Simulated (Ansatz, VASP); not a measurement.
## Rb2AlTlH6 in two plane-wave programs

Wanted: the spread between two codes on one cell, functional and k mesh. The cell is taken from a series of runs on this material, whose earlier steps may have relaxed, scaled, displaced or heated it; both programs get it as it stands.

Main program and level: Ansatz 0.2.0; plane waves, with VASP 6.6.1 beside it; G0W0 gap at LDA.

### 1. Set-up

It takes space group Fm-3m (No. 225, cubic). Conventional cell: a = 8.687 Å, b = 8.687 Å, c = 8.687 Å, α = 90.00°, β = 90.00°, γ = 90.00°. Nearest to Rb lie 12 H at 3.10 Å. Nearest to Al lie 6 H at 1.79 Å. Nearest to Tl lie 6 H at 2.56 Å. Nearest to H lie 1 Al at 1.79 Å and 4 H at 2.53 Å and 1 Tl at 2.56 Å and 4 Rb at 3.10 Å. Farther neighbours are not listed.

Structure file:

```cif
data_structure
_symmetry_space_group_name_H-M 'P 1'
_symmetry_Int_Tables_number 1
_cell_length_a 6.1424
_cell_length_b 6.1424
_cell_length_c 6.1424
_cell_angle_alpha 60.000
_cell_angle_beta 60.000
_cell_angle_gamma 60.000
_cell_volume 163.87
loop_
_atom_site_label
_atom_site_type_symbol
_atom_site_fract_x
_atom_site_fract_y
_atom_site_fract_z
_atom_site_occupancy
Rb1 Rb 0.25000 0.25000 0.25000 1
Rb2 Rb 0.75000 0.75000 0.75000 1
Al3 Al 0.50000 0.50000 0.50000 1
Tl4 Tl 0.00000 0.00000 0.00000 1
H5 H 0.29416 0.70584 0.70584 1
H6 H 0.29416 0.70584 0.29416 1
H7 H 0.70584 0.29416 0.70584 1
H8 H 0.70584 0.70584 0.29416 1
H9 H 0.29416 0.29416 0.70584 1
H10 H 0.70584 0.29416 0.29416 1
```

### 2. Ansatz: G0W0 gap, LDA

Ansatz runs on its default PAW (the set named soft_2) files.

Quasiparticle shifts depend on high empty states and on the cores, so they are the hardest test of two PAW sets.

input.yaml reads:

```yaml
crystal:
  lattice:
    - [0.0, 4.343365, 4.343365]
    - [4.343365, 0.0, 4.343365]
    - [4.343365, 4.343365, 0.0]
  atoms:
    - { symbol: Rb, position: [0.25, 0.25, 0.25] }
    - { symbol: Rb, position: [0.75, 0.75, 0.75] }
    - { symbol: Al, position: [0.5, 0.5, 0.5] }
    - { symbol: Tl, position: [0.0, 0.0, 0.0] }
    - { symbol: H, position: [0.294156, 0.705844, 0.705844] }
    - { symbol: H, position: [0.294156, 0.705844, 0.294156] }
    - { symbol: H, position: [0.705844, 0.294156, 0.705844] }
    - { symbol: H, position: [0.705844, 0.705844, 0.294156] }
    - { symbol: H, position: [0.294156, 0.294156, 0.705844] }
    - { symbol: H, position: [0.705844, 0.294156, 0.294156] }
kpoints:
  mp_grid: { grid: [2, 2, 2] }
hamiltonian:
  xc: lda
scf:
  occupations: { method: fixed }
gw:
  n_empty_bands: 108
  ecut_chi: 114.29
  qp_bands: [v2, c2]
  qp_kpoints: [[0.5, 0.5, 0.0], [0.5, 0.0, 0.0], [0.0, 0.0, 0.0]]
  screening: { model: contour_deformation }
```

On the command line:

```sh
ansatz run input.yaml --threads 4 --pin off --max-ram 5529MiB --backend cpu --events-out ev --progress --plain --runs-dir out
```

Numbers of over 12 decimals in the logs are rounded to 6 here.

What it wrote:

```text
Engine: ansatz 0.2.0, aarch64-unknown-linux-gnu
Pseudopotentials: kind: paw
Pseudopotential: Rb, paw, valence charge 9, recommended cutoff 420 eV (normal), Rb.paw.azcp
Pseudopotential: Al, paw, valence charge 3, recommended cutoff 420 eV (normal), Al.paw.azcp
Pseudopotential: Tl, paw, valence charge 13, recommended cutoff 420 eV (normal), Tl.paw.azcp
Pseudopotential: H, paw, valence charge 1, recommended cutoff 420 eV (normal), H.paw.azcp
Functional definition: SPW92
  exchange = slater_x
  correlation = pw_c
Crystal: 10 atoms, lattice volume = 163.874 Å³
Basis set: ecut = 420 eV, 3143 PW (Γ)
Bands: 30, of which v1, the nominal top of the filled ones, is band 20 counted from 1 (19 counted from 0)
Symmetry: 48 space group operations
Space group: Fm-3m (ITA 225), of the structure as read, at distance tolerance 5.5e-5 Å
k-points: 3 of 8
Non-local potential: Rb, projectors of the file, l = 0: 3, l = 1: 2, l = 2: 2
Non-local potential: Al, projectors of the file, l = 0: 2, l = 1: 2, l = 2: 1
Non-local potential: Tl, projectors of the file, l = 0: 2, l = 1: 2, l = 2: 2, l = 3: 1
Non-local potential: H, projectors of the file, l = 0: 2, l = 1: 1
PAW form: soft (Blöchl's): semilocal exchange-correlation on the pseudo side does not see the compensation charge
PAW frozen core: Rb, regenerated for the run's functional, and the local potential with it (the file was generated under x = pbe(κ = 0.804, μ = 0.219515), c = pbe(β = 0.066725))
PAW frozen core: Al, regenerated for the run's functional, and the local potential with it (the file was generated under x = pbe(κ = 0.804, μ = 0.219515), c = pbe(β = 0.066725))
PAW frozen core: Tl, regenerated for the run's functional, and the local potential with it (the file was generated under x = pbe(κ = 0.804, μ = 0.219515), c = pbe(β = 0.066725))
PAW one-centre angular grid: Rb, 110 points (default); XC on 64 Gauss nodes
PAW one-centre angular grid: Al, 110 points (default); XC on 64 Gauss nodes
PAW one-centre angular grid: Tl, 590 points (default); XC on 64 Gauss nodes
PAW one-centre angular grid: H, 110 points (default); XC on 64 Gauss nodes
Initial density: superposition of atomic densities (neutral atoms: chi_scale 0, normalization atom), corrected by the library's trained network
Initial wavefunctions: pseudopotential atomic-orbital guess
Functional: x = slater, c = lda
SCF iter   1: F=—  HF=-18095.677207 eV  |F-HF|=—  |Δ(HF+E_count)|=         —  Δρ=6.13e-3  dr2=5.09e-2  ethr=1.77e-3  ⟨swp⟩=5.7  Hψ=349  notcnv=0  defer=22
preconditioner: auto → Resta (q_TF=auto, 2.157 Å⁻¹)  ε∞=2.9  [insulator: Δε(μ)=0.285 eV  Ē_g=12.565 eV  n_scr=26 (ndim 8)  ℏωp=17.4 eV  f_vac=0.000  ε∞_Penn≈2.9]
SCF iter   2: F=—  HF=-18095.662902 eV  |F-HF|=—  |Δ(HF+E_count)|=   1.43e-2  Δρ=2.77e-3  dr2=9.54e-3  ethr=1.27e-4  ⟨swp⟩=2.0  Hψ=123  notcnv=0  defer=22
SCF iter   3: F=—  HF=-18095.659817 eV  |F-HF|=—  |Δ(HF+E_count)|=   3.08e-3  Δρ=3.13e-4  dr2=1.37e-4  ethr=2.38e-5  ⟨swp⟩=2.0  Hψ=111  notcnv=0  defer=22
SCF iter   4: F=—  HF=-18095.659821 eV  |F-HF|=—  |Δ(HF+E_count)|=   3.56e-6  Δρ=7.20e-5  dr2=7.90e-6  ethr=3.43e-7  ⟨swp⟩=2.3  Hψ=143  notcnv=0  defer=21
SCF iter   5: F=—  HF=-18095.659822 eV  |F-HF|=—  |Δ(HF+E_count)|=   1.25e-6  Δρ=1.07e-5  dr2=2.70e-7  ethr=1.98e-8  ⟨swp⟩=2.3  Hψ=127  notcnv=0  defer=11
SCF iter   6: F=-18095.659822 eV  HF=-18095.659822 eV  |F-HF|=3.89e-9  |Δ(HF+E_count)|=   4.48e-8  Δρ=2.93e-6  dr2=1.39e-8  ethr=2.50e-10  ⟨swp⟩=11.7  Hψ=466  notcnv=0
SCF 1 converged in 6 iterations: F = -18095.659822 eV  dr2 = 1.39e-8
  greatest PAW one-centre occupation: 0.973 electrons in one spin orbital (limit 2), on the Rb atom at site 0 (counted from 0), in its partial waves of l = 0
NSCF: frozen V_eff on 3 k-points
G₀W₀ screening: q 1/3
[... further progress lines ...]
NSCF: frozen V_eff on 1 k-points
NSCF: frozen V_eff on 1 k-points
SCF converged after 6 iterations
Free energy (F): -18095.659822 eV
Harris-Foulkes:  -18095.659822 eV  (|F-HF|=3.89e-9)
Internal energy: -18095.659822 eV  (E = F + TS)
E sigma→0 (E₀):  -18095.659822 eV
Fermi energy:    4.792534 eV
--- Per-component energies (eV) ---
  E_band       = -225.926482
  E_kinetic    = 819.725319
  E_local      = -2306.448488  (includes V_loc(G=0)·N_el)
  E_nonlocal   = 693.711631
  E_hartree    = 719.602145
  E_xc         = -578.976100
  E_vxc        = -513.637292  (∫ρ·V_xc dr)
  E_paw        = -15358.810166  (= ΣΔE_a)
  E_vpaw       = -358.473838  (= ΣTr[D̂ρ^β])
  E_aug_tail   = -0.006678  (compensation charges beyond the density's cutoff)
  E_ewald      = -2084.914160
  E_core_change = 0.456674  (= ΣΔE_core)
  E_smearing   = -0.000000  (= −TS)
  E_closure    = -0.000000  (closes the sum)
  Σ components = -18095.659822   (vs F -18095.659822, Δ=0.00e0)
--- Band table (eV) ---
  k-point 0: bands = [... 16 lower, 0.8435, 0.8435, 3.2889, 3.2889, 6.7141, 6.7141, 6.7141, 8.9667, ... 6 higher]
  k-point 1: bands = [... 16 lower, 1.4624, 2.3739, 2.3739, 2.4870, 5.1263, 8.3828, 8.3828, 8.8809, ... 6 higher]
  k-point 2: bands = [... 16 lower, 1.1250, 1.1250, 3.6617, 4.7925, 6.5370, 6.5370, 6.7258, 7.1335, ... 6 higher]
--- G₀W₀: contour deformation, 7 samples at zero and on the imaginary axis and 1 off it, 8 q-points, 108 empty bands' worth ---
  eigenvalues of the whole cell's RPA ε∞ on this k-mesh (on a slab, of 1 + 4πα/V) = 9.5699, 9.5699, 9.5699; static W/v taken at q = 0 is 0.104494
  bands read: the sum over 128 bands ends inside a degenerate multiplet in 1 slot, whose members it reads at an even weight; the widest, k=0: bands 128 to 129 (counted from 1) at 1/2 each
  `?` marks the rows in doubt; gw_qp.tsv's column doubts and the gw_qp event give each row's grounds
    ik  band        ε_KS         Σx   Σc(E_QP)       V_xc       Z   E_QP_lin       E_QP  E_QP is
     0    19      3.2889   -14.4206     2.6919   -11.1847  0.7201     2.7357     2.7450  root
     0    20      3.2889   -14.4206     2.6919   -11.1847  0.7201     2.7357     2.7450  root
     0    21      6.7141    -6.6057    -3.5763   -10.9645  0.7522     7.5176     7.4966  root
     0    22      6.7141    -6.6057    -3.5763   -10.9645  0.7522     7.5176     7.4966  root
     1    19      2.3739   -13.9296     2.7696   -10.7378  0.7029     1.9451     1.9517  root
     1    20      2.4870   -14.9809     2.2085   -12.4705  0.7188     2.1823     2.1852  root
     1    21      5.1263    -6.0491    -3.4744   -10.2657  0.7666     5.8831     5.8685  root
     1    22      8.3828    -6.9713    -3.6738   -11.4065  0.7550     9.2453     9.1442  root ?
     2    19      3.6617   -14.8866     2.7639   -11.5459  0.7191     3.0750     3.0851  root
     2    20      4.7925   -14.9630     1.9034   -12.7350  0.7334     4.4657     4.4680  root
     2    21      6.5370    -6.1118    -3.6307   -10.5442  0.7565     7.3601     7.3387  root
     2    22      6.5370    -6.1118    -3.6307   -10.5442  0.7565     7.3601     7.3387  root
```

[end of part 1 of 2]

[Lines on the potential files, build, host, timing and source positions are cut from VASP's logs without a mark.]

[Logs are printed without paths, hosts, clocks, repeated set-up lines and the standing remarks that a program may print on its own settings, such as how far it seeks lower states.]

[Hosts, paths, dates, database ids (printed as entryN), source tags and the programs' standing remarks are cut or masked in the printed files.]
